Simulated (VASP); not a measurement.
A VASP calculation is set up with these files.

**INCAR**
```
SYSTEM = Ca
PREC = Accurate
ENCUT = 400
EDIFF = 1E-6
NELM = 100
ALGO = Normal
LREAL = .FALSE.
LASPH = .TRUE.
ISMEAR = 1
SIGMA = 0.1
GGA = PE
LWAVE = .FALSE.
LCHARG = .FALSE.
ISIF = 2
LEPSILON = .TRUE.
```

### POSCAR
```
Ca
1
    0.0000000000     2.7900000000     2.7900000000
    2.7900000000     0.0000000000     2.7900000000
    2.7900000000     2.7900000000     0.0000000000
Ca
1
Direct
  0.0000000000   0.0000000000   0.0000000000
```

KPOINTS:
```
Automatic mesh
0
Gamma
9 9 9
0 0 0
```

POTCAR, in this order: Ca_sv (PBE.64 set). Program: vasp_std.

The resulting files:

File standard output:
```
...
RMM:  18    -0.648899864433E+01    0.10094E-04   -0.97172E-05  2199   0.169E-03    0.179E-04
RMM:  19    -0.648900902603E+01   -0.10382E-04   -0.35230E-05  1823   0.157E-03    0.101E-04
RMM:  20    -0.648899577861E+01    0.13247E-04    0.40907E-04  1828   0.155E-03    0.369E-05
RMM:  21    -0.648900211952E+01   -0.63409E-05    0.30214E-04  1738   0.152E-03    0.147E-05
RMM:  22    -0.648899439095E+01    0.77286E-05    0.59674E-04  1651   0.149E-03    0.704E-06
 change of polarisation eV/A/(eV/A) component  1 :    12.672    -6.484    -3.312
 dielectric tensor                  component  1 :    53.791   -27.012   -13.796
 Linear response to external field, progress :
  Direction:   2
       N       E                     dE             d eps       ncg     rms          rms(c)
RMM:   1    -0.261032376962E+01   -0.26103E+01   -0.16509E+01  2812   0.677E+00
RMM:   2    -0.617684563462E+01   -0.35665E+01    0.38383E-01  2810   0.176E+00    0.127E+00
RMM:   3    -0.629260178094E+01   -0.11576E+00    0.15658E-01  2451   0.215E+00    0.691E-01
RMM:   4    -0.642693393635E+01   -0.13433E+00   -0.25401E-02  2470   0.165E+00    0.204E-01
RMM:   5    -0.647904646182E+01   -0.52113E-01   -0.15185E-02  2918   0.709E-01    0.346E-02
RMM:   6    -0.648050192341E+01   -0.14555E-02   -0.47326E-02  3291   0.275E-01    0.468E-02
RMM:   7    -0.648045577909E+01    0.46144E-04   -0.15412E-01  3075   0.117E-01    0.940E-02
RMM:   8    -0.648199025431E+01   -0.15345E-02   -0.80638E-02  2718   0.112E-01    0.914E-03
RMM:   9    -0.648185323116E+01    0.13702E-03   -0.65160E-02  3339   0.441E-02    0.896E-03
RMM:  10    -0.648191104990E+01   -0.57819E-04   -0.36822E-02  3198   0.153E-02    0.623E-03
RMM:  11    -0.648186616317E+01    0.44887E-04   -0.28229E-02  3115   0.101E-02    0.746E-04
RMM:  12    -0.648188583538E+01   -0.19672E-04   -0.17936E-02  3271   0.539E-03    0.108E-03
RMM:  13    -0.648186094214E+01    0.24893E-04   -0.13843E-02  2757   0.315E-03    0.895E-04
RMM:  14    -0.648187255701E+01   -0.11615E-04   -0.93079E-03  2395   0.235E-03    0.728E-04
RMM:  15    -0.648186229653E+01    0.10260E-04   -0.70976E-03  2202   0.203E-03    0.733E-04
RMM:  16    -0.648186721828E+01   -0.49217E-05   -0.49990E-03  2396   0.199E-03    0.296E-04
RMM:  17    -0.648186238194E+01    0.48363E-05   -0.39459E-03  2171   0.174E-03    0.890E-05
RMM:  18    -0.648186823724E+01   -0.58553E-05   -0.28767E-03  1916   0.160E-03    0.687E-05
RMM:  19    -0.648186339851E+01    0.48387E-05   -0.23837E-03  1852   0.156E-03    0.288E-05
RMM:  20    -0.648186992915E+01   -0.65306E-05   -0.19176E-03  1804   0.153E-03    0.117E-05
RMM:  21    -0.648186553255E+01    0.43966E-05   -0.16347E-03  1669   0.149E-03    0.488E-06
 change of polarisation eV/A/(eV/A) component  2 :    -5.044    12.658    -1.727
 dielectric tensor                  component  2 :   -21.013    53.732    -7.196
 Linear response to external field, progress :
  Direction:   3
       N       E                     dE             d eps       ncg     rms          rms(c)
RMM:   1    -0.261032286161E+01   -0.26103E+01   -0.16509E+01  2814   0.677E+00
RMM:   2    -0.617689608824E+01   -0.35666E+01    0.38244E-01  2809   0.176E+00    0.127E+00
RMM:   3    -0.629259028749E+01   -0.11569E+00    0.15677E-01  2451   0.214E+00    0.691E-01
RMM:   4    -0.642690919590E+01   -0.13432E+00   -0.25439E-02  2472   0.165E+00    0.204E-01
RMM:   5    -0.647890280827E+01   -0.51994E-01   -0.13664E-02  2920   0.707E-01    0.345E-02
RMM:   6    -0.648091952224E+01   -0.20167E-02   -0.11663E-03  3287   0.276E-01    0.465E-02
RMM:   7    -0.648030177491E+01    0.61775E-03   -0.59245E-02  3067   0.117E-01    0.946E-02
RMM:   8    -0.648209046871E+01   -0.17887E-02   -0.25978E-02  2711   0.112E-01    0.930E-03
RMM:   9    -0.648193002158E+01    0.16045E-03   -0.25913E-02  3334   0.440E-02    0.924E-03
RMM:  10    -0.648200394510E+01   -0.73924E-04   -0.17104E-02  3193   0.157E-02    0.700E-03
RMM:  11    -0.648200848984E+01   -0.45447E-05   -0.12484E-02  2996   0.125E-02    0.165E-03
RMM:  12    -0.648192961905E+01    0.78871E-04   -0.10560E-02  3106   0.657E-03    0.307E-04
RMM:  13    -0.648190051840E+01    0.29101E-04   -0.65458E-03  3146   0.400E-03    0.207E-04
RMM:  14    -0.648189473237E+01    0.57860E-05   -0.56572E-03  2699   0.283E-03    0.156E-04
RMM:  15    -0.648187032182E+01    0.24411E-04   -0.31842E-03  2243   0.216E-03    0.135E-04
RMM:  16    -0.648187811587E+01   -0.77941E-05   -0.29320E-03  2176   0.194E-03    0.229E-04
RMM:  17    -0.648185805436E+01    0.20062E-04   -0.16744E-03  2053   0.176E-03    0.776E-05
RMM:  18    -0.648187638388E+01   -0.18330E-04   -0.17120E-03  1940   0.165E-03    0.660E-05
RMM:  19    -0.648185876421E+01    0.17620E-04   -0.10527E-03  1816   0.159E-03    0.774E-05
RMM:  20    -0.648186766124E+01   -0.88970E-05   -0.97103E-04  1798   0.155E-03    0.389E-05
RMM:  21    -0.648185946667E+01    0.81946E-05   -0.69435E-04  1763   0.152E-03    0.444E-06
 change of polarisation eV/A/(eV/A) component  3 :    -1.877    -4.894    12.658
 dielectric tensor                  component  3 :    -7.819   -20.389    53.732
 Born effective charges drift removed
```

### OUTCAR
```
------------------------ aborting loop because EDIFF is reached ----------------------------------------

 HEAD OF MICROSCOPIC STATIC DIELECTRIC TENSOR (INDEPENDENT PARTICLE, excluding Hartree and local field effects)
 ------------------------------------------------------
          53.924236    -0.000000     0.000000
           0.000000    53.924236    -0.000000
           0.000000     0.000000    53.924236
 ------------------------------------------------------

 MACROSCOPIC STATIC DIELECTRIC TENSOR (including local field effects in DFT)
 ------------------------------------------------------
          53.751848    -0.000000    -0.000000
          -0.000000    53.751848     0.000000
          -0.000000     0.000000    53.751848
 ------------------------------------------------------

 PIEZOELECTRIC TENSOR (including local field effects)  for field in x, y, z        (e  Angst)
          XX          YY          ZZ          XY          YZ          ZX
  --------------------------------------------------------------------------------
  x     0.00000     0.00000     0.00000     0.00000     0.00000     0.00000
  y     0.00000     0.00000     0.00000     0.00000     0.00000     0.00000
  z     0.00000     0.00000     0.00000     0.00000     0.00000     0.00000

 PIEZOELECTRIC TENSOR (including local field effects)  for field in x, y, z        (C/m^2)
          XX          YY          ZZ          XY          YZ          ZX
  --------------------------------------------------------------------------------
  x     0.00000     0.00000     0.00000     0.00000     0.00000     0.00000
  y     0.00000     0.00000     0.00000     0.00000     0.00000     0.00000
  z     0.00000     0.00000     0.00000     0.00000     0.00000     0.00000

 BORN EFFECTIVE CHARGES (including local field effects) (in |e|, cummulative output)
 ---------------------------------------------------------------------------------
 ion    1
    1     0.00000     0.00000     0.00000
    2     0.00000     0.00000     0.00000
    3     0.00000     0.00000     0.00000
```
(Selected blocks of OUTCAR.)

Question: The run ends quietly. Is anything wrong with it?

Answer: The cause: LEPSILON was set for a metal. The run ends without an error. Against the sound run, the energy per atom (σ→0) hardly moves; the pressure stays essentially unchanged. To mend it, drop LEPSILON, since a metal has no finite static dielectric tensor or Born charges. The plain static run on this cell (PBE GGA, plane waves, VASP's PBE PAW potentials (set 64)) converges, and its OSZICAR ends with
```
   1 F= -.19257946E+01 E0= -.19254751E+01  d E =-.958467E-03
```

The compound is Ca in the fcc structure. The cell was not relaxed at this level.
